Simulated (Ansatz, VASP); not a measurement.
**Cross-check of Nb2NF2 (Nb2NF2 MXene monolayer) between VASP and Ansatz**

Aim: how closely do two programs agree when they are given the same cell, functional and k mesh? The structure shown is the end of the Ansatz relaxation below.

Main program and level: Ansatz 0.2.0; plane waves, with VASP 6.6.1 beside it; single point at PBE with D3(BJ).

## 1. The structure

The cell holds 5 atoms: 2 F, 2 Nb and 1 N. Cell: a = 3.252 Å, b = 3.252 Å, c = 39.956 Å, α = 90.0°, β = 90.0°, γ = 120.0°. Vacuum lies along c.

Coordinates:

```cif
data_structure
_symmetry_space_group_name_H-M 'P 1'
_symmetry_Int_Tables_number 1
_cell_length_a 3.2518
_cell_length_b 3.2518
_cell_length_c 39.9556
_cell_angle_alpha 90.000
_cell_angle_beta 90.000
_cell_angle_gamma 120.000
_cell_volume 365.89
loop_
_atom_site_label
_atom_site_type_symbol
_atom_site_fract_x
_atom_site_fract_y
_atom_site_fract_z
_atom_site_occupancy
F1 F 0.33333 0.66667 0.44144 1
F2 F 0.66667 0.33333 0.55856 1
Nb3 Nb 0.66667 0.33333 0.47453 1
Nb4 Nb 0.33333 0.66667 0.52547 1
N5 N 0.00000 0.00000 0.50000 1
```

## 2. Ansatz: relaxation, PBE with D3(BJ)

Ansatz runs on its default PAW (the set named soft_2) files.

This run makes the geometry at which the two programs are then compared.

input.yaml reads:

```yaml
crystal:
  lattice:
    - [3.079076, 0.0, 0.0]
    - [-1.539538, 2.6665580362, 0.0]
    - [0.0, 0.0, 39.9555570675]
  atoms:
    - { symbol: F, position: [0.3333333333, 0.6666666667, 0.4442435872] }
    - { symbol: Nb, position: [0.6666666667, 0.3333333333, 0.4695931819], spin: 1.0 }
    - { symbol: "N", position: [0.0, 0.0, 0.5] }
    - { symbol: Nb, position: [0.3333333333, 0.6666666667, 0.5304068181], spin: 1.0 }
    - { symbol: F, position: [0.6666666667, 0.3333333333, 0.5557564128] }
  periodic: [true, true, false]
magnetization:
  spin_polarized: true
kpoints:
  mp_grid: { grid: [12, 12, 1] }
hamiltonian:
  xc: pbe
  dispersion: d3bj
scf:
  occupations: { method: fermi_dirac, width: 0.05 }
  convergence: { dr2_threshold: 1.0e-09 }
relax:
  f_tol: 0.004
  max_steps: 90
  cell: {}
output:
  write_potential: true
  write_density: true
  volumetric_format: npy
```

Command:

```
> ansatz run input.yaml --threads 2 --pin off --max-ram 3072MiB --backend cpu --events-out ev --progress --plain --runs-dir out
```

Numbers of over 12 decimals in the logs are rounded to 6 here.

The program printed:

```text
Warning: relax.cell: scf.convergence.dr2_threshold = 1e-9 eV is looser than the 2.39276660776e-10 eV advised for a relaxation that steers and ends on the stress (1e-10 eV for each atom of the cell: 5, times the square of relax.cell.stress_2d_tol = 0.05 N/m over 14.5 Å (the atoms' height at the walk's start and 5 Å past either face), 3.459e-2 GPa, over a crystal's default 0.05). What an SCF threshold leaves in a stress goes as its square root, and in the free energy as the threshold itself, and one threshold admits the most on a small cell: [figures from the program's tests cut] Set scf.convergence.dr2_threshold to 2.39276660776e-10 eV or tighter. [rest of the remark cut]
Engine: ansatz 0.2.0, x86_64-unknown-linux-gnu
Pseudopotentials: kind: paw
Pseudopotential: F, paw, valence charge 7, recommended cutoff 420 eV (normal), F.paw.azcp
Pseudopotential: Nb, paw, valence charge 13, recommended cutoff 420 eV (normal), Nb.paw.azcp
Pseudopotential: N, paw, valence charge 5, recommended cutoff 420 eV (normal), N.paw.azcp
Functional definition: PBE
  parameter kappa = 0.804
  parameter beta = 0.066725
  exchange = pbe_x(kappa = kappa, mu = beta*pi^2/3)
  correlation = pbe_c(beta = beta)
Crystal: 5 atoms, lattice volume = 328.056 Å³
Basis set: ecut = 420 eV, 6373 PW (Γ), exchange–correlation on 48×48×540 points (8 copies of the dense FFT grid, shifted against one another)
Bands: 29, of which v1, the nominal top of the filled ones, is band 23 counted from 1 (22 counted from 0)
Symmetry: 12 space group operations
Space group: P-3m1 (ITA 164), of the structure as read, at distance tolerance 6.9e-5 Å
Magnetic group: BNS 164.85 (UNI 1315), of the structure as read, at distance tolerance 6.9e-5 Å
k-points: 19 of 144
Non-local potential: F, projectors of the file, l = 0: 2, l = 1: 2, l = 2: 1
Non-local potential: Nb, projectors of the file, l = 0: 3, l = 1: 2, l = 2: 2, l = 3: 1
Non-local potential: N, projectors of the file, l = 0: 2, l = 1: 2, l = 2: 1
PAW form: soft (Blöchl's): semilocal exchange-correlation on the pseudo side does not see the compensation charge
PAW one-centre angular grid: F, 110 points (default); XC on 64 Gauss nodes
PAW one-centre angular grid: Nb, 590 points (default); XC on 64 Gauss nodes
PAW one-centre angular grid: N, 110 points (default); XC on 64 Gauss nodes
Initial density: superposition of atomic densities (neutral atoms: chi_scale 0, normalization atom)
Starting moments: Σ|m| = 2 μB on 2 of 5 sites
Initial wavefunctions: pseudopotential atomic-orbital guess
Functional: x = pbe(κ = 0.804, μ = 0.219515), c = pbe(β = 0.066725)
SCF iter   1: F=—  HF=-11112.593704 eV  |F-HF|=—  |Δ(HF+E_count)|=         —  Δρ=3.68e-2 (↑3.68e-2 ↓3.29e-2)  dr2=2.35e1  dr2_m=8.93e-2  M=1.055 μB ∫|m|=1.067 μB  β_m=0.30  ethr=3.10e-3  ⟨swp⟩=15.1  Hψ=8859  notcnv=0
Mixer restart at iter 1: flushing history
preconditioner: auto → LDOS  [metal: Δε(μ)=0.040 eV  Ē_g=11.273 eV  σ=0.050 eV  W_gap=0.19  n_scr=24 (ndim 8)  ℏωp=10.3 eV  f_vac=0.804  D(μ)=3.43/eV (n_scr^D=16)]
spin=Collinear: LDOS preconditioning applied to the charge; magnetization (m = ρ↑ − ρ↓) channel mixes plain (no charge-response kernel on spin).
SCF iter   2: F=—  HF=-11109.641877 eV  |F-HF|=—  |Δ(HF+E_count)|=    2.95e0  Δρ=2.60e-2 (↑2.60e-2 ↓2.34e-2)  dr2=1.24e1  dr2_m=4.69e-2  M=1.024 μB ∫|m|=1.032 μB  β_m=0.58  ethr=3.10e-3  ⟨swp⟩=3.8  Hψ=2687  notcnv=0  defer=18
SCF iter   3: F=—  HF=-11107.074136 eV  |F-HF|=—  |Δ(HF+E_count)|=    2.57e0  Δρ=5.29e-3 (↑5.28e-3 ↓5.29e-3)  dr2=4.25e-1  dr2_m=4.90e-3  M=0.868 μB ∫|m|=0.871 μB  β_m=0.63  ethr=3.10e-3  ⟨swp⟩=5.4  Hψ=3367  notcnv=0  defer=18
SCF iter   4: F=—  HF=-11107.068336 eV  |F-HF|=—  |Δ(HF+E_count)|=   5.80e-3  Δρ=2.01e-3 (↑1.77e-3 ↓2.01e-3)  dr2=2.89e-2  dr2_m=1.52e-3  M=0.808 μB ∫|m|=0.811 μB  β_m=0.72  ethr=9.45e-4  ⟨swp⟩=3.9  Hψ=2447  notcnv=0  defer=10
SCF iter   5: F=—  HF=-11107.080908 eV  |F-HF|=—  |Δ(HF+E_count)|=         —  Δρ=1.03e-3 (↑9.91e-4 ↓1.03e-3)  dr2=5.57e-3  dr2_m=2.54e-3  M=0.664 μB ∫|m|=0.668 μB  β_m=0.72  ethr=6.42e-5  ⟨swp⟩=5.1  Hψ=3173  notcnv=0  defer=8
SCF iter   6: F=—  HF=-11107.080891 eV  |F-HF|=—  |Δ(HF+E_count)|=   1.71e-5  Δρ=5.33e-4 (↑4.27e-4 ↓5.33e-4)  dr2=4.06e-4  dr2_m=6.07e-4  M=0.630 μB ∫|m|=0.633 μB  β_m=0.86  ethr=1.24e-5  ⟨swp⟩=3.8  Hψ=2469  notcnv=0  defer=7
[...]
iter 1 solved again at ethr=7.33e-8 eV; its pass at ethr=3.10e-3 eV (dr2=3.30e-5 eV) is discarded
SCF iter   1: F=—  HF=-11109.682730 eV  |F-HF|=—  |Δ(HF+E_count)|=         —  Δρ=1.76e-5 (↑1.76e-5 ↓1.76e-5)  dr2=6.42e-7  dr2_m=1.22e-11  M=-0.000 μB ∫|m|=0.000 μB  β_m=0.65  ethr=7.33e-8  ⟨swp⟩=8.3  Hψ=14776  notcnv=0
preconditioner: auto → LDOS  [metal: Δε(μ)=0.143 eV  Ē_g=8.845 eV  σ=0.050 eV  W_gap=0.45  n_scr=20 (ndim 8)  ℏωp=9.7 eV  f_vac=0.818  D(μ)=1.59/eV (n_scr^D=10)]
spin=Collinear: LDOS preconditioning applied to the charge; magnetization (m = ρ↑ − ρ↓) channel mixes plain (no charge-response kernel on spin).
SCF iter   2: F=—  HF=-11109.682697 eV  |F-HF|=—  |Δ(HF+E_count)|=   3.32e-5  Δρ=5.96e-6 (↑5.96e-6 ↓5.95e-6)  dr2=1.84e-7  dr2_m=3.80e-12  M=-0.000 μB ∫|m|=0.000 μB  β_m=0.50  ethr=1.43e-9  ⟨swp⟩=3.3  Hψ=2452  notcnv=0
SCF iter   3: F=—  HF=-11109.682715 eV  |F-HF|=—  |Δ(HF+E_count)|=   1.82e-5  Δρ=2.81e-6 (↑2.81e-6 ↓2.81e-6)  dr2=1.36e-8  dr2_m=2.09e-12  M=-0.000 μB ∫|m|=0.000 μB  β_m=0.59  ethr=4.09e-10  ⟨swp⟩=3.1  Hψ=1993  notcnv=0
SCF iter   4: F=—  HF=-11109.682727 eV  |F-HF|=—  |Δ(HF+E_count)|=   1.16e-5  Δρ=7.48e-7 (↑7.46e-7 ↓7.48e-7)  dr2=1.05e-9  dr2_m=3.55e-13  M=-0.000 μB ∫|m|=0.000 μB  β_m=0.59  ethr=3.01e-11  ⟨swp⟩=4.0  Hψ=2770  notcnv=0
SCF iter   5: F=-11109.682729 eV  HF=-11109.682729 eV  |F-HF|=1.95e-7  |Δ(HF+E_count)|=   2.03e-6  Δρ=1.30e-7 (↑1.30e-7 ↓1.30e-7)  dr2=3.94e-11  dr2_m=8.00e-14  M=-0.000 μB ∫|m|=0.000 μB  ethr=2.22e-12  ⟨swp⟩=13.8  Hψ=9868  notcnv=0
the starting moments were not kept: the SCF closed with an absolute magnetisation of 4.0e-7 μB, where they sum to 2 μB in size (2 sites). That is at most 0.1 of that sum. Measured as dr2_m measures the in/out step, that magnetisation stands 2.2e-14 eV from none, at or under the dr2_threshold of 1.0e-9 eV: it is no larger than a step whose dr2_m would equal this threshold.
SCF 12 converged in 5 iterations: F = -11109.682729 eV  dr2 = 3.94e-11
relax step  12: F+E_penalty+E_count = -11109.68272920 eV  Δ(F+E_penalty+E_count) = -1.819e-3 eV  max|allowed force component| = 2.432e-3 eV/Å  Δτ_max = 0.0000 Å  P = +0.025 N/m  Ω = 365.895 Å³  fix = [c, alpha, beta]  reactions: c +0.000 N/m  stress off target by 2.54e-2 N/m on what of the cell is left free  SCF on the basis re-selected at this cell (its energy is not comparable with the rows above)  (5 SCF iters)
basis re-selected at this cell: Δ(F+E_penalty+E_count) = -1.819e-3 eV, ΔP = +0.016 N/m vs the last step (what re-selecting the basis moved, of the pressure what is left beyond the Pulay correction that the steps carried, after the strain that the cell walked since its last selection, with what the two solves' SCF thresholds leave and, on support functions, any second-order correction that the steps lacked; it is no m [...]
WARN: The output density's exchange-correlation potential varies sharply where the density is thin. Do not read a vacuum level from v_tot or v_xc, or from such a field of the output density. On a cell that repeats whose density bears no net charge and no dipole along the vacuum's axis use v_es (v_loc + v_h of the components); under efield.dipole_correction with no amplitude use v_es + v_field, which holds any externa [...]
SCF converged after 5 iterations
Magnetization: -0.0000 μB (22.5000 up, 22.5000 down)
Absolute magnetization: 0.0000 μB (∫|ρ↑−ρ↓|, with the PAW one-centre terms)
Spin contamination: 0.0000 ħ² per cell (⟨S²⟩ above its minimum at these occupations)
Per-site moments (μB) at R_I (Å): [(-6.000752838738437e-9, 0.947267), (-4.1774734632054764e-8, 0.880877), (8.033697365998259e-8, 0.880877), (-4.177473464662167e-8, 0.880877), (-6.000752839649764e-9, 0.947267)]
Free energy (F): -11109.682729 eV
Harris-Foulkes:  -11109.682729 eV  (|F-HF|=1.95e-7)
Internal energy: -11109.669304 eV  (E = F + TS)
E sigma→0 (E₀):  -11109.676017 eV
Entropy (-TS):   -0.013425 eV (-2.685 meV/atom)
Fermi energy:    -3.907921 eV
--- Per-component energies (eV) ---
  E_band       = -1064.989707
  E_kinetic    = 1337.647985
  E_local      = -166161.129076  (includes V_loc(G=0)·N_el)
  E_nonlocal   = 433.123957
  E_hartree    = 82199.594072
  E_xc         = -571.654998
  E_vxc        = -708.196907  (∫ρ·V_xc dr)
  E_paw        = -6674.999855  (= ΣΔE_a)
  E_vpaw       = -365.628462  (= ΣTr[D̂ρ^β])
  E_aug_tail   = 0.004229  (compensation charges beyond the density's cutoff)
  E_ewald      = 78328.898132
  E_disp       = -1.153751  (pairwise vdW)
  E_smearing   = -0.013425  (= −TS)
  E_closure    = 0.000000  (closes the sum)
  Σ components = -11109.682729   (vs F -11109.682729, Δ=0.00e0)
--- Forces (eV/Å), atoms counted from 1 ---
  atom   1  F      0.00000000     0.00000000    -0.00096145
  atom   2  Nb     0.00000000    -0.00000000    -0.00243249
  atom   3  N     -0.00000000     0.00000000     0.00000000
  atom   4  Nb     0.00000000     0.00000000     0.00243249
  atom   5  F      0.00000000    -0.00000000     0.00096145
  max |Σ_I F_I| component: 3.70e-17 eV/Å
--- 2D stress c σ (N/m, compression-positive) ---
        0.025429       0.000000       0.000000
       -0.000000       0.025429       0.000000
        0.000000       0.000000       0.000000
  P = ½ c Tr σ = 0.0254 N/m
--- Band table (eV; the first three rows and the last of 38) ---
  k-point 0 ↑: bands = [... 19 lower, -9.9169, -6.1864, -6.1864, -4.0780, -3.6109, -2.7200, -2.7200, -2.3092, ... 2 higher]
  k-point 1 ↑: bands = [... 19 lower, -9.8859, -6.3235, -6.0542, -4.1294, -3.4364, -2.8298, -2.7268, -2.5429, ... 2 higher]
  k-point 2 ↑: bands = [... 19 lower, -9.8672, -6.6256, -5.6858, -4.3126, -3.3833, -2.6757, -2.5849, -2.4328, ... 2 higher]
  k-point 18 ↓: bands = [... 19 lower, -10.0298, -5.4031, -5.4031, -5.3608, -2.2404, -2.2404, -1.9602, -0.8362, ... 2 higher]
  the weakly bound empty levels are not read free of the cell's end (no_gap_told)
--- Relaxed structure (10 steps of the walk, 8 accepted, 2 SCFs on fresh bases) ---
  F+E_penalty+E_count = -11109.68272920 eV   max|allowed force component| = 2.432e-3 eV/Å   (the final SCF, on the basis selected at the relaxed cell)
  cell:  # Å, volume = 365.8950 Å³
    - [3.251804, 0, 0]
    - [-1.625902, 2.816145, 0]
    - [0, 0, 39.9555570675]
  atoms:
    - { symbol: F, position: [0.333333, 0.666667, 0.441436] }
    - { symbol: Nb, position: [0.666667, 0.333333, 0.474532] }
    - { symbol: N, position: [0, 0, 0.5] }
    - { symbol: Nb, position: [0.333333, 0.666667, 0.525468] }
    - { symbol: F, position: [0.666667, 0.333333, 0.558564] }
```

The column dr2 measures how far the density is from self-consistency, as an energy; F and HF (Harris–Foulkes) agree once it is small.

(Part 1 of 2 ends here.)

[Lines on the potential files, build, host, timing and source positions are cut from VASP's logs without a mark.]

[Logs are printed without paths, hosts, clocks, repeated set-up lines and the standing remarks that a program may print on its own settings, such as how far it seeks lower states.]

[Hosts, paths, dates, database ids (printed as entryN), source tags and the programs' standing remarks are cut or masked in the printed files.]
